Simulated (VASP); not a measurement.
Calculation: PBEsol GGA, VASP's PBE PAW potentials (set 64) (plane waves; VASP).

VASP input:

KPOINTS:
```
Regular mesh
0
G
 10 10 10
0 0 0
```

INCAR:
```
ALGO=Normal
EDIFF=1E-7
EDIFFG=-0.01
ENCUT=520
GGA=PS
IBRION=2
ISIF=4
ISMEAR=1
LASPH=.True.
LCHARG=.False.
LMAXMIX=4
LREAL=.False.
LWAVE=.False.
NELM=100
NSW=30
PREC=Accurate
SIGMA=0.1
SYSTEM=Bi
```

**POSCAR**
```
Bi
1
    4.0510408851    -2.2389061413    -0.0161758283
    4.0510408851     2.2389061413    -0.0161758283
    2.8283491514     0.0000000000     3.6639235402
Bi
2
Direct
  0.2365934577   0.2365934577   0.2365934577
  0.7634065423   0.7634065423   0.7634065423
```

POTCAR, in this order: Bi_d (PBE.64 set). Program: vasp_std.

Question: What will the output report for the number of irreducible k-points (NKPTS), largest plane-wave count, number of space-group operations, FFT grid (NGX, NGY, NGZ)?

Answer: 
```json
{
  "number of irreducible k-points (NKPTS)": "116",
  "largest_plane_wave_count": "1811",
  "number_of_space_group_operations": "12",
  "FFT grid (NGX, NGY, NGZ)": "36 × 36 × 36"
}
```

The compound is Bi in the a7 structure. This cell is one point of a volume scan, at 0.97 of the reference volume. Symmetry was kept, so distortions that lower it aren't found.
